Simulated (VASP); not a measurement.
LiSb2:

```
CELL_PARAMETERS angstrom
-2.04778 2.04778 4.84821
2.04778 -2.04778 4.84821
2.04778 2.04778 -4.84821
ATOMIC_POSITIONS crystal
Li 0.50000 0.50000 0.00000
Sb 0.19737 0.19737 0.00000
Sb 0.80263 0.80263 0.00000
```

The cell was built by a generator and needn't be a form met in nature.

```yaml
Program: VASP 6.6.1
Task: single point
Functional: PBE
Potentials_or_basis: VASP PAW PBE potentials, release 64 (Li_sv, Sb)
Cutoff: 520 eV
k_mesh: 9 × 9 × 9
Occupations: fermi-dirac, width 0.05 eV
Spin: no spin polarisation
```

On this cell: largest force 0.065 eV/Å; band gap on the k mesh none (metal or under the smearing width).

The same run follows on a disturbed copy (atoms moved at random, drawn with an rms of 0.05 Å):

```
CELL_PARAMETERS angstrom
-2.04778 2.04778 4.84821
2.04778 -2.04778 4.84821
2.04778 2.04778 -4.84821
ATOMIC_POSITIONS crystal
Li 0.49715 0.48979 0.98631
Sb 0.19895 0.21300 0.02928
Sb 0.79616 0.80846 0.00693
```

Problem. What does the disturbed cell give?

Solution. The energy (extrapolated to zero smearing) moves by +2.5 meV/atom; largest force 0.175 eV/Å; band gap on the k mesh none (metal or under the smearing width).

Forces on the atoms (eV/Å):
```
Li   0.006  0.002 -0.104
Sb  -0.057 -0.046  0.159
Sb   0.051  0.044 -0.055
```
